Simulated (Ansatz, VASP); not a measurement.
# MgCd3Se2 in VASP and in Ansatz

```
Mg Cd Se
1.0
     4.72764    0.00000    0.00000
    -2.36382    4.09426    0.00000
     0.00000    0.00000    7.96778
Mg Cd Se
1 3 2
Direct
  0.66667 0.33333 0.50000
  0.66667 0.33333 0.00000
  0.00000 0.00000 0.50000
  0.00000 0.00000 0.00000
  0.33333 0.66667 0.71172
  0.33333 0.66667 0.28828
```

Change from the starting cell: species swapped into the Ce2CuSi3 type (P-6m2, No. 187).

Alike in both runs: functional PBE; k mesh 6 × 6 × 2; occupations gaussian, width 0.1 eV; no spin polarisation.

Ansatz relaxed the structure, and its values are those at the end. VASP's run is a single point on that final structure, the one shown.

```csv
,VASP,Ansatz
version,VASP 6.6.1,Ansatz 0.2.0
potentials or method,"VASP PAW PBE potentials, release 64 (Mg, Cd, Se)","scalar-relativistic, plane waves, PAW"
plane-wave cutoff (eV),520,420
valence electrons in the cell,50,102
```

|  | VASP | Ansatz | Ansatz less VASP |
| --- | --- | --- | --- |
| gap on the k mesh at the Fermi level (eV) | none | none | - |
| pressure (GPa) | 0.0 | -0.1 | -0.14 |

A gap of «none» marks a metal or a gap that the smearing closes. The two sets of potentials don't hold the same shells in valence.

Caveats: the k mesh is coarse (spacing up to 0.39 Å⁻¹), so the values aren't converged.
